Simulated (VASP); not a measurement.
Consider the following.

```xyz
5
Lattice="1.9416 -3.3629 0.0000 1.9416 3.3629 0.0000 0.0000 0.0000 5.9475" Properties=species:S:1:pos:R:3 pbc="T T T"
La     1.9416     1.1210     1.4503
La     1.9416    -1.1210     4.4972
O      0.0000     0.0000     5.9475
O      1.9416     1.1210     3.8447
O      1.9416    -1.1210     2.1027
```

All values below come from LDA (Ceperley-Alder, Perdew-Zunger), VASP's LDA PAW potentials (set 64) (plane waves; VASP). Run with 520 eV cut-off, Gaussian smearing of 0.050 eV, potentials La O.

### Question
Give the energies of bands 12 to 23 at the high-symmetry points, in eV from the valence-band maximum.

### Answer

| band | Γ | M | K | A | L | H |
|---|---|---|---|---|---|---|
| 12 | -2.64 | -2.33 | -1.71 | -2.98 | -3.25 | -2.48 |
| 13 | -2.64 | -2.22 | -1.71 | -2.98 | -2.37 | -2.48 |
| 14 | -2.33 | -2.08 | -1.68 | -2.81 | -1.57 | -1.81 |
| 15 | -2.33 | -1.36 | -1.35 | -2.04 | -1.36 | -1.52 |
| 16 | -2.16 | -0.79 | -1.35 | -2.04 | -1.03 | -1.52 |
| 17 | -1.85 | -0.78 | -0.94 | -1.13 | -0.98 | -0.62 |
| 18 | -0.50 | -0.69 | -0.94 | -0.94 | -0.83 | -0.31 |
| 19 | -0.50 | -0.44 | -0.92 | -0.37 | -0.39 | -0.31 |
| 20 | -0.21 | -0.34 | -0.08 | -0.37 | -0.01 | -0.22 |
| 21 | 4.26 | 3.77 | 3.73 | 4.66 | 4.41 | 4.18 |
| 22 | 4.48 | 4.69 | 4.73 | 4.66 | 4.59 | 4.83 |
| 23 | 4.48 | 5.23 | 4.73 | 4.66 | 5.08 | 4.96 |

The gap is indirect, 3.72 eV, from the valence maximum at H-A at 0.22 to the conduction minimum at K.

The compound is La2O3 in the a-type structure. It was relaxed first, which changed the volume by -6 %.
